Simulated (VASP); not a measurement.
```xyz
2
Lattice="0.0000 2.8187 2.8187 2.8187 0.0000 2.8187 2.8187 2.8187 0.0000" Properties=species:S:1:pos:R:3 pbc="T T T"
Al     0.0000     0.0000     0.0000
As     4.2281     4.2281     4.2281
```

Computed with LDA (Ceperley-Alder, Perdew-Zunger), VASP's LDA PAW potentials (set 64) (plane waves; VASP). Run with 400 eV cut-off, Gaussian smearing of 0.050 eV, potentials Al As.

Question: Give the energies of bands 2 to 7 at the high-symmetry points, in eV from the valence-band maximum.

Answer: 
| band | Γ | X | U | L | W |
|---|---|---|---|---|---|
| 2 | 0.00 | -5.49 | -5.23 | -5.65 | -5.13 |
| 3 | 0.00 | -2.21 | -3.49 | -0.83 | -3.25 |
| 4 | 0.00 | -2.21 | -1.83 | -0.83 | -2.88 |
| 5 | 1.98 | 1.32 | 2.14 | 2.07 | 4.25 |
| 6 | 4.27 | 2.20 | 4.92 | 4.65 | 5.63 |
| 7 | 4.27 | 10.30 | 8.16 | 4.65 | 5.66 |

The gap is indirect, 1.32 eV, from the valence maximum at Γ to the conduction minimum at X.

The structure comes from a computed database's AlAs entry (F-43m); how it stands against other phases isn't given here. It was relaxed first.
